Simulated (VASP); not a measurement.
# BeZn2Te3 (P-6m2) in VASP: further runs

The runs below take BeZn2Te3 through relaxation of cell and atoms, with PBE.

Everything below comes from runs of VASP 6.6.1. Logs are shortened: lines on timing, memory, paths and dates and some standing lists are left out, and cuts for length are marked.

## 1. The structure

Symmetry: P-6m2, No. 187, hexagonal system. Conventional cell: a = 4.939 Å, b = 4.939 Å, c = 7.994 Å, α = 90.00°, β = 90.00°, γ = 120.00°. Be (site symmetry -6m2) has 6 Zn at 3.26 Å as nearest neighbours. Around Zn (site symmetry 3m) lie 1 Te at 2.41 Å. Te (site symmetry -6m2) has 6 Te at 2.85 Å as nearest neighbours. Te (site symmetry -6m2) has 6 Te at 2.85 Å as nearest neighbours. Around Te (site symmetry -6m2) lie 2 Zn at 2.41 Å.

The cell was built by a generator and needn't be a form met in nature.

## 2. Relaxation of cell and atoms, PBE

Contents of INCAR:

```
SYSTEM = BeZn2Te3
PREC     = Normal         ! precision mode
ENCUT    = 520            ! plane-wave cutoff, eV
EDIFF    = 1E-4           ! SCF threshold, eV
ISMEAR   = 0              ! smearing method
SIGMA    = 0.15           ! smearing width, eV
LREAL    = .False.        ! projectors in reciprocal space
LASPH    = .True.         ! aspherical terms in the spheres
NELM     = 60             ! most SCF steps
ALGO     = Fast           ! electronic algorithm
ISIF     = 3              ! what is computed and relaxed
LWAVE    = .False.        ! write WAVECAR
LCHARG   = .False.        ! write CHGCAR
GGA      = PE             ! functional
IBRION   = 2              ! ionic algorithm
NSW      = 24             ! ionic steps
EDIFFG   = -0.08          ! ionic threshold
```

Contents of KPOINTS:

```
regular mesh
0
Gamma
  3 3 2
  0 0 0
```

Contents of POSCAR:

```
BeZn2Te3
1.0
    4.9389957200      0.0000000000      0.0000000000
   -2.4694978600      4.2772957600      0.0000000000
    0.0000000000      0.0000000000      7.9935287100
Be Zn Te
1 2 3
Direct
    0.0000000000      0.0000000000      0.0000000000
    0.3333333300      0.6666666700      0.1983518500
    0.3333333300      0.6666666700      0.8016481500
    0.0000000000      0.0000000000      0.5000000000
    0.6666666700      0.3333333300      0.5000000000
    0.3333333300      0.6666666700      0.5000000000
```

Potentials or basis: VASP PAW PBE potentials, release 64 (Be, Zn, Te).

The run is started by

```console
$ cat potpaw_PBE.64/Be/POTCAR potpaw_PBE.64/Zn/POTCAR potpaw_PBE.64/Te/POTCAR > POTCAR
$ mpirun -np 1 vasp_std > vasp.out
```

OUTCAR:

```text
SYSTEM = BeZn2Te3
   PREC = Normal
   ENCUT = 520
   EDIFF = 1E-4
   ISMEAR = 0
   LREAL = .False.
   LASPH = .True.
   NELM = 60
   ISIF = 3
   GGA = PE
   IBRION = 2
   NSW = 24
   EDIFFG = -0.08

 ion  position               nearest neighbor table
   1  0.000  0.000  0.000-
   2  0.333  0.667  0.198-   6 2.41
   3  0.333  0.667  0.802-   6 2.41
   4  0.000  0.000  0.500-   5 2.85   6 2.85   6 2.85   5 2.85   5 2.85   6 2.85
   5  0.667  0.333  0.500-   6 2.85   4 2.85   6 2.85   4 2.85   4 2.85   6 2.85
   6  0.333  0.667  0.500-   2 2.41   3 2.41   5 2.85   4 2.85   5 2.85   4 2.85   4 2.85   5 2.85

  LATTYP: Found a hexagonal cell.
 ALAT       =     4.9389957200
 C/A-ratio  =     1.6184522448

  Lattice vectors:

 A1 = (   4.9389957200,   0.0000000000,   0.0000000000)
 A2 = (  -2.4694978600,   4.2772957600,   0.0000000000)
 A3 = (   0.0000000000,   0.0000000000,   7.9935287100)

Analysis of symmetry for initial positions (statically):
=====================================================================
 Subroutine PRICEL returns:
 Original cell was already a primitive cell.

 Routine SETGRP: Setting up the symmetry group for a
 hexagonal supercell.

 Subroutine GETGRP returns: Found 12 space group operations
 (whereof 12 operations were pure point group operations)
 out of a pool of 24 trial point group operations.

The static configuration has the point symmetry D_3h.

Analysis of symmetry for dynamics (positions and initial velocities):
=====================================================================
 Subroutine PRICEL returns:
 Original cell was already a primitive cell.

 Routine SETGRP: Setting up the symmetry group for a
 hexagonal supercell.

 Subroutine GETGRP returns: Found 12 space group operations
 (whereof 12 operations were pure point group operations)
 out of a pool of 24 trial point group operations.

The dynamic configuration has the point symmetry D_3h.

 Subroutine INISYM returns: Found 12 space group operations
 (whereof 12 operations are pure point group operations),
 and found     1 'primitive' translations

----------------------------------------------------------------------------------------

                                     Primitive cell

  volume of cell :     168.8677

  direct lattice vectors                    reciprocal lattice vectors
     4.938995720  0.000000000  0.000000000     0.202470311  0.116896289  0.000000000
    -2.469497860  4.277295760  0.000000000     0.000000000  0.233792577  0.000000000
     0.000000000  0.000000000  7.993528710     0.000000000  0.000000000  0.125101196

  length of vectors
     4.938995720  4.938995718  7.993528710     0.233792577  0.233792577  0.125101196

  position of ions in fractional coordinates (direct lattice)
     0.000000000  0.000000000  0.000000000
     0.333333330  0.666666670  0.198351850
     0.333333330  0.666666670  0.801648150
     0.000000000  0.000000000  0.500000000
     0.666666670  0.333333330  0.500000000
     0.333333330  0.666666670  0.500000000

  ion indices of the primitive-cell ions
   primitive index   ion index
                 1           1
                 2           2
                 3           3
                 4           4
                 5           5
                 6           6

----------------------------------------------------------------------------------------

 KPOINTS: regular mesh

Automatic generation of k-mesh.
 Grid dimensions read from file:
 generate k-points for:    3    3    2

 Generating k-lattice:

  Cartesian coordinates                     Fractional coordinates (reciprocal lattice)
     0.067490104  0.038965430  0.000000000     0.333333333 -0.000000000  0.000000000
     0.000000000  0.077930859  0.000000000     0.000000000  0.333333333  0.000000000
     0.000000000  0.000000000  0.062550598     0.000000000  0.000000000  0.500000000

  Length of vectors
     0.077930859  0.077930859  0.062550598

  Shift w.r.t. Gamma in fractional coordinates (k-lattice)
     0.000000000  0.000000000  0.000000000

[... 27 lines left out ...]
   LSORBIT =      F    spin-orbit coupling
   LASPH  =      T    aspherical Exc in radial PAW
   ENCUT  =  520.0 eV  38.22 Ry    6.18 a.u.   9.18  9.18 14.86*2*pi/ulx,y,z
   NELM   =     60;   NELMIN=  2; NELMDL= -5     # of ELM steps
   EDIFF  = 0.1E-03   stopping-criterion for ELM
   LREAL  =      F    real-space projection
   EDIFFG = -.8E-01   stopping-criterion for IOM
   NSW    =     24    number of steps for IOM
   IBRION =      2    ionic relax: 0-MD 1-quasi-New 2-CG
   NFREE  =      1    steps in history (QN), initial steepest desc. (CG)
   ISIF   =      3    stress and relaxation
   ISYM   =      2    0-nonsym 1-usesym 2-fastsym
   POTIM  = 0.5000    time-step for ionic-motion
   TEBEG  =    0.0;   TEEND  =   0.0 temperature during run
   PSTRESS=    0.0 pullay stress
   NELECT =      44.0000    total number of electrons
   NUPDOWN=      -1.0000    fix difference up-down
   EMIN   =  10.00;   EMAX   =-10.00  energy-range for DOS
   EFERMI =   0.00;   METHOD = LEGACY
   ISMEAR =     0;   SIGMA  =   0.15  broadening in eV -4-tet -1-fermi 0-gaus
   EFERMI_NEDOS =   21; number of points for ismear=-14 and -15
   IALGO  =     68    algorithm
   IMIX   =      4    mixing-type and parameters
     AMIX     =   0.40;   BMIX     =  1.00
     AMIX_MAG =   1.60;   BMIX_MAG =  1.00
  volume/ion in A,a.u.               =      28.14       189.93
  Fermi-wavevector in a.u.,A,eV,Ry     =   1.045627  1.975949 14.875745  1.093336
  Thomas-Fermi vector in A             =   2.180431
   LORBIT       =      0    0 simple, 1 ext, 2 COOP (PROOUT), +10 PAW based schemes
   GGA     = PE    functional components
   LHFCALC =     F    Hartree Fock is set to
   AEXX    =    0.0000 exact exchange contribution
   IVDW    =     0    specifies the selected vdW correction
   LEPSILON=     F    determine dielectric tensor
   LRPA    =     F    only Hartree local field effects (RPA)
 conjugate gradient relaxation of ions
 non-spin polarized calculation
 RMM-DIIS sequential band-by-band and
 Gauss-broadening in eV      SIGMA  =   0.15
  energy-cutoff  :      520.00
  volume of cell :      168.87
 maximum number of plane-waves:      4590
   NGX = 19   NGY = 19   NGZ = 29

--------------------------------------- Ionic step        1  -------------------------------------------

 number of electron      44.0000019 magnetization

 Free energy of the ion-electron system (eV)
  ---------------------------------------------------
  ext. energy  EPLUGINS =         0.00000000
  ---------------------------------------------------
  free energy    TOTEN  =        -7.81491133 eV

  energy without entropy =       -7.75278713  energy(sigma->0) =       -7.78384923

------------------------ aborting loop because EDIFF is reached ----------------------------------------

  FORCE on cell =-STRESS in cart. coord.  units (eV):
  Direction    XX          YY          ZZ          XY          YZ          ZX
  --------------------------------------------------------------------------------------
  -------------------------------------------------------------------------------------
  Total       18.5085683     18.5085683      6.6630682      0.0000000      0.0000000      0.0000000
  in kB      175.6050249    175.6050247     63.2176534      0.0000000      0.0000000      0.0000000
  external PRESSURE =     138.1425677 kB  Pullay stress =       0.0000000 kB
[... 185 lines left out ...]
  energy  without entropy=      -10.4207917744  energy(sigma->0) =      -10.45296687

--------------------------------------- Ionic step        6  -------------------------------------------

 number of electron      43.9999868 magnetization

 Free energy of the ion-electron system (eV)
  ---------------------------------------------------
  ext. energy  EPLUGINS =         0.00000000
  ---------------------------------------------------
  free energy    TOTEN  =       -10.48472696 eV

  energy without entropy =      -10.42086413  energy(sigma->0) =      -10.45279554

 E-fermi :   2.5268     XC(G=0):  -8.0731

 val. band max:        2.5254835338   @ k =   0.0000   0.0000   0.5000
 cond. band min:       2.5531094668   @ k =   0.0000   0.0000   0.0000
 fundamental gap:      0.0276259330
 Fermi energy:         2.5268341340

 k-point     1 :       0.0000    0.0000    0.0000
  band No.  band energies     occupation
      1     -11.1478      2.00000
      2      -7.1850      2.00000
      3      -6.5681      2.00000
      4      -4.6586      2.00000
      5      -4.5473      2.00000
      6      -4.5473      2.00000
[... 196 lines left out ...]
  FREE ENERGIE OF THE ION-ELECTRON SYSTEM (eV)
  ---------------------------------------------------
  free  energy   TOTEN  =       -10.4847269591 eV

  energy  without entropy=      -10.4208641286  energy(sigma->0) =      -10.45279554

 reached required accuracy - stopping structural energy minimisation
```

Wall time 84 s (1 thread of Intel Xeon Platinum 8259CL at 2.50GHz (Skylake/Cascade Lake), shared host); peak memory 0.21 GiB.

Results:

| Item | Value |
| --- | --- |
| Free energy | -10.4847 eV |
| Relaxed volume | 33.53 Å³/atom |
| Relaxed cell | a = 5.413 Å, b = 5.413 Å, c = 7.927 Å, α = 90.00°, β = 90.00°, γ = 120.00° |
| Space group after relaxing (to 0.05 Å) | P-6m2 (No. 187) |
| Energy gained by relaxing | 445.0 meV/atom |
| Ionic steps | 6 |
| Pressure after relaxing | 0.0 GPa |
| Largest force after relaxing | 0.066 eV/Å |
| Band gap on the k mesh | none (metal or under the smearing width) |

Forces in eV/Å, atoms in the order of the input:
```
Be   0.000  0.000  0.000
Zn   0.000  0.000 -0.066
Zn   0.000  0.000  0.066
Te   0.000  0.000  0.000
Te   0.000  0.000  0.000
Te   0.000  0.000  0.000
```

The path:
| step | energy change (eV) | largest force (eV/Å) | pressure (GPa) | volume (Å³) |
| --- | --- | --- | --- | --- |
| 1 | 0.0000 | 3.4614 | 13.81 | 168.87 |
| 2 | -2.1741 | 0.7934 | -2.44 | 234.81 |
| 3 | -2.2780 | 1.1662 | -0.94 | 217.74 |
| 4 | -2.4272 | 0.9380 | -0.75 | 213.27 |
| 5 | -2.6702 | 0.0925 | 0.07 | 200.18 |
| 6 | -2.6698 | 0.0663 | -0.03 | 201.15 |

Final structure:
```
Be Zn Te
1.0
     5.41318    0.00000    0.00000
    -2.70659    4.68795    0.00000
     0.00000    0.00000    7.92662
Be Zn Te
1 2 3
Direct
  0.00000 0.00000 0.00000
  0.33333 0.66667 0.15588
  0.33333 0.66667 0.84412
  0.00000 0.00000 0.50000
  0.66667 0.33333 0.50000
  0.33333 0.66667 0.50000
```

Caveat: the k mesh is coarse (spacing up to 0.49 Å⁻¹), so the values aren't converged; the volume moved by over 15 % at a fixed basis, so the end points are rough; the relaxation stopped at a loose force limit of 0.08 eV/Å, so its end isn't a converged minimum. The run has no spin-orbit coupling, so splittings on Te are missing.

## 3. Relaxation of cell and atoms, PBE

This run uses another cell than the first one, of 22.36 Å³/atom, 0.795 times its volume.

INCAR is that of step 2.

KPOINTS is that of step 2.

Contents of POSCAR:

```
BeZn2Te3
1.0
    2.9315852200     -3.4344203700      0.0000000000
    2.9315852200      3.4344203700      0.0000000000
    0.0000000000      0.0000000000      6.6633659200
Be Zn Te
1 2 3
Direct
    0.0000000000      0.0000000000      0.5000000000
    0.7552334200      0.2447665800      0.5000000000
    0.2447665800      0.7552334200      0.5000000000
    0.5000000000      0.5000000000      0.6961505800
    0.5000000000      0.5000000000      0.3038494200
    0.0000000000      0.0000000000      0.0000000000
```

Potentials or basis: VASP PAW PBE potentials, release 64 (Be, Zn, Te).

The run is started by

```console
$ cat potpaw_PBE.64/Be/POTCAR potpaw_PBE.64/Zn/POTCAR potpaw_PBE.64/Te/POTCAR > POTCAR
$ mpirun -np 1 vasp_std > vasp.out
```

Wall time 5.3 min (1 thread of Intel Xeon Platinum 8259CL at 2.50GHz (Skylake/Cascade Lake), shared host); peak memory 0.2 GiB.

The run converged. Its results:

* Free energy: -13.6911 eV
* Relaxed volume: 26.31 Å³/atom
* Relaxed cell: a = 5.202 Å, b = 5.202 Å, c = 6.453 Å, α = 90.00°, β = 90.00°, γ = 115.31°
* Space group after relaxing (to 0.05 Å): Cmmm (No. 65)
* Energy gained by relaxing: 1638.1 meV/atom
* Ionic steps: 22
* Pressure after relaxing: 0.0 GPa
* Largest force after relaxing: 0.064 eV/Å
* Band gap on the k mesh: none (metal or under the smearing width)

Forces on the atoms (eV/Å):
```
Be   0.000  0.000  0.000
Zn   0.000 -0.045  0.000
Zn   0.000  0.045  0.000
Te   0.000  0.000  0.064
Te   0.000  0.000 -0.064
Te   0.000  0.000  0.000
```

Stress tensor (GPa, compression positive):
```
-0.22  0.00  0.00
 0.00  0.20  0.00
 0.00  0.00  0.08
```

The path:
```
step  energy change (eV)  largest force (eV/Å)  pressure (GPa)  volume (Å³)
   1              0.0000               10.8454           35.67       134.18
   2             -6.9596                0.2690           -6.74       242.75
   3              9.6727                2.2400           -1.88       183.91
   4             -6.8435                1.1525           -1.29       186.01
   5             -7.6597                0.4415           -5.43       213.68
   6             -8.2674                1.1135           -3.33       188.24
   7             -8.8542                1.1927           -4.20       187.11
   8             -9.4987                0.5200           -3.47       172.58
   9             -9.6241                0.1654            0.88       155.82
  10             -9.6823                0.1684           -0.95       162.14
  11             -9.6834                0.1357           -1.04       161.56
  12             -9.6812                0.0990           -0.41       160.25
  13             -9.6833                0.1400           -0.51       161.06
  14             -9.7286                0.1170           -0.50       158.51
  15             -9.7302                0.8163            2.06       150.76
  16             -9.7607                0.4470            0.75       154.64
  17             -9.7917                0.4324            0.42       155.23
  18             -9.8063                0.1224            0.36       156.76
  19             -9.8185                0.3482            0.50       156.03
  20             -9.8201                0.2817            0.46       156.30
  21             -9.8288                0.0209           -0.65       158.20
  22             -9.8288                0.0644            0.02       157.84
```

Final structure:
```
CELL_PARAMETERS angstrom
2.78312 -4.39470 0.00000
2.78312 4.39470 0.00000
0.00000 0.00000 6.45259
ATOMIC_POSITIONS crystal
Be 0.00000 0.00000 0.50000
Zn 0.74516 0.25484 0.50000
Zn 0.25484 0.74516 0.50000
Te 0.50000 0.50000 0.76018
Te 0.50000 0.50000 0.23982
Te 0.00000 0.00000 0.00000
```

Levels at points of the mesh, in eV from the Fermi level:
| k point | band 19 | band 20 | band 21 | band 22 | band 23 | band 24 | band 25 | band 26 |
| --- | --- | --- | --- | --- | --- | --- | --- | --- |
| (0.00, 0.00, 0.00) | -1.65 | -1.62 | -1.19 | 0.09 | 0.12 | 0.13 | 0.91 | 1.13 |
| (0.00, 0.00, 0.50) | -2.71 | -2.16 | -0.92 | -0.83 | 0.21 | 0.26 | 1.86 | 1.99 |

Caveat: the k mesh is coarse (spacing up to 0.47 Å⁻¹), so the values aren't converged; the volume moved by over 15 % at a fixed basis, so the end points are rough; the relaxation stopped at a loose force limit of 0.08 eV/Å, so its end isn't a converged minimum. The run has no spin-orbit coupling, so splittings on Te are missing.

## 4. Relaxation of cell and atoms, PBE

This run uses another cell than the first one, of 22.77 Å³/atom, 0.809 times its volume.

INCAR is that of step 3.

Contents of KPOINTS:

```
regular mesh
0
Gamma
  3 3 3
  0 0 0
```

Contents of POSCAR:

```
BeZn2Te3
1.0
    2.9672842900     -4.9624055000      0.0000000000
    2.9672842900      4.9624055000      0.0000000000
    0.0000000000      0.0000000000      4.6397374500
Be Zn Te
1 2 3
Direct
    0.5000000000      0.5000000000      0.0000000000
    0.0000000000      0.5000000000      0.5000000000
    0.5000000000      0.0000000000      0.5000000000
    0.1610669000      0.8389331000      0.0000000000
    0.8389331000      0.1610669000      0.0000000000
    0.0000000000      0.0000000000      0.5000000000
```

The run is started by

```console
$ cat potpaw_PBE.64/Be/POTCAR potpaw_PBE.64/Zn/POTCAR potpaw_PBE.64/Te/POTCAR > POTCAR
$ mpirun -np 1 vasp_std > vasp.out
```

Run time: 4.6 min. Hardware: 1 thread of Intel Xeon Platinum 8259CL at 2.50GHz (Skylake/Cascade Lake), shared host; peak memory 0.19 GiB.

Results (log left out):

| Property | Result |
| --- | --- |
| Free energy | -12.2677 eV |
| Relaxed volume | 26.70 Å³/atom |
| Relaxed cell | a = 5.931 Å, b = 5.931 Å, c = 6.325 Å, α = 90.00°, β = 90.00°, γ = 133.95° |
| Space group after relaxing (to 0.05 Å) | Cmmm (No. 65) |
| Energy gained by relaxing | 475.7 meV/atom |
| Ionic steps | 24 |
| Pressure after relaxing | -0.1 GPa |
| Largest force after relaxing | 0.080 eV/Å |
| Band gap on the k mesh | none (metal or under the smearing width) |

Forces in eV/Å, atoms in the order of the input:
```
Be   0.000  0.000  0.000
Zn   0.000  0.000  0.000
Zn   0.000  0.000  0.000
Te   0.000 -0.080  0.000
Te   0.000  0.080  0.000
Te   0.000  0.000  0.000
```

Stress tensor (GPa, compression positive):
```
 0.24  0.00  0.00
 0.00 -0.38  0.00
 0.00  0.00 -0.12
```

Step by step:
| step | energy change (eV) | largest force (eV/Å) | pressure (GPa) | volume (Å³) |
| --- | --- | --- | --- | --- |
| 1 | 0.0000 | 1.0073 | 12.38 | 136.64 |
| 2 | -1.3787 | 0.0190 | -3.22 | 173.64 |
| 3 | -1.4181 | 0.0099 | -1.79 | 166.07 |
| 4 | -1.6887 | 0.1573 | -1.43 | 161.23 |
| 5 | -2.0592 | 0.0832 | -0.33 | 153.10 |
| 6 | -2.0106 | 2.0512 | 7.25 | 135.50 |
| 7 | -2.1958 | 0.3694 | 1.18 | 146.57 |
| 8 | -2.2020 | 0.9010 | 2.85 | 142.53 |
| 9 | -2.3666 | 1.3179 | 2.77 | 144.56 |
| 10 | -2.3770 | 1.3727 | 5.25 | 148.91 |
| 11 | -2.5045 | 1.4016 | 3.42 | 147.05 |
| 12 | -2.7423 | 0.9232 | 0.83 | 156.05 |
| 13 | -2.7970 | 0.5933 | -0.40 | 161.13 |
| 14 | -2.8031 | 0.4963 | -0.83 | 162.82 |
| 15 | -2.8266 | 0.2984 | 0.23 | 160.97 |
| 16 | -2.8345 | 0.1748 | 0.46 | 159.80 |
| 17 | -2.8337 | 0.0718 | 1.31 | 157.48 |
| 18 | -2.8365 | 0.1097 | 0.13 | 159.14 |
| 19 | -2.8365 | 0.0180 | 0.84 | 158.31 |
| 20 | -2.8369 | 0.0595 | 0.34 | 158.67 |
| 21 | -2.8369 | 0.0456 | 0.53 | 158.57 |
| 22 | -2.8498 | 0.0226 | 0.17 | 159.45 |
| 23 | -2.8541 | 0.1071 | -0.23 | 160.48 |
| 24 | -2.8543 | 0.0797 | -0.09 | 160.19 |

Final structure:
```yaml
crystal:
  lattice:
    - [2.32000, -5.45836, 0.00000]
    - [2.32000, 5.45836, 0.00000]
    - [0.00000, 0.00000, 6.32476]
  atoms:
    - { symbol: Be, position: [0.50000, 0.50000, 0.00000] }
    - { symbol: Zn, position: [0.00000, 0.50000, 0.50000] }
    - { symbol: Zn, position: [0.50000, 0.00000, 0.50000] }
    - { symbol: Te, position: [0.14213, 0.85787, 0.00000] }
    - { symbol: Te, position: [0.85787, 0.14213, 0.00000] }
    - { symbol: Te, position: [0.00000, 0.00000, 0.50000] }
```

Levels at points of the mesh, in eV from the Fermi level:
```tsv
k point	band 20	band 21	band 22	band 23	band 24	band 25
(0.00, 0.00, 0.00)	-1.01	-0.90	-0.58	-0.15	-0.05	1.50
```

Caveat: the k mesh is coarse (spacing up to 0.45 Å⁻¹), so the values aren't converged; the volume moved by over 15 % at a fixed basis, so the end points are rough; the relaxation stopped at a loose force limit of 0.08 eV/Å, so its end isn't a converged minimum. The run has no spin-orbit coupling, so splittings on Te are missing.
